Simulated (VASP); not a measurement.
Data:

```
CELL_PARAMETERS angstrom
      3.47967     0.00000     0.00000
     -1.73983     3.01348     0.00000
      0.00000     0.00000     4.17284
ATOMIC_POSITIONS crystal
  Mg 0.66667 0.33333 0.75000
  Mg 0.33333 0.66667 0.25000
  O  0.66667 0.33333 0.25000
  O  0.33333 0.66667 0.75000
```

These are r2SCAN meta-GGA, VASP's PBE PAW potentials (set 64) (plane waves; VASP) values and carry that method's errors. Numerical set-up: 520 eV cut-off, 9×9×7 Γ-centred mesh, Gaussian smearing of 0.010 eV, potentials Mg O.

Problem. Give the direction-averaged independent-particle dielectric function (no local fields, no excitons; a broadening of 0.1 eV leaves a tail below the gap, and fine structure carries the noise of the k-mesh).

Solution. 
```
ħω (eV)    ε₁    ε₂
-------  ----  ----
0.00     2.75  0.00
0.50     2.75  0.00
1.00     2.76  0.00
1.50     2.79  0.01
2.00     2.82  0.01
2.50     2.87  0.01
3.10     2.96  0.02
3.60     3.07  0.03
4.10     3.23  0.10
4.60     3.54  0.20
5.10     3.69  0.39
5.70     3.78  0.89
6.20     3.71  1.15
6.70     3.14  1.34
7.20     3.72  1.26
7.70     3.48  1.40
8.30     3.21  1.78
8.80     3.67  2.16
9.30     2.79  3.09
9.80     2.50  2.58
10.30    1.88  2.48
10.90    1.07  2.48
11.40    1.74  1.60
11.90    2.46  2.23
12.40    1.18  2.35
12.90    1.41  1.72
13.50    1.47  1.55
14.00    1.95  2.05
14.50    2.73  1.97
15.00    2.34  3.56
15.50    0.36  3.73
16.10    0.40  2.46
```
ε₂ peaks at 9.3 eV (height 3.1), 10.8 eV (height 3.0), 12.1 eV (height 2.9), 14.0 eV (height 2.1), 15.3 eV (height 3.9); ε₁(0) averages 2.75, so the electronic refractive index below the gap tends to √2.75 = 1.66.

The structure comes from a computed database's MgO entry (P6_3/mmc); how it stands against other phases isn't given here. It was relaxed first.
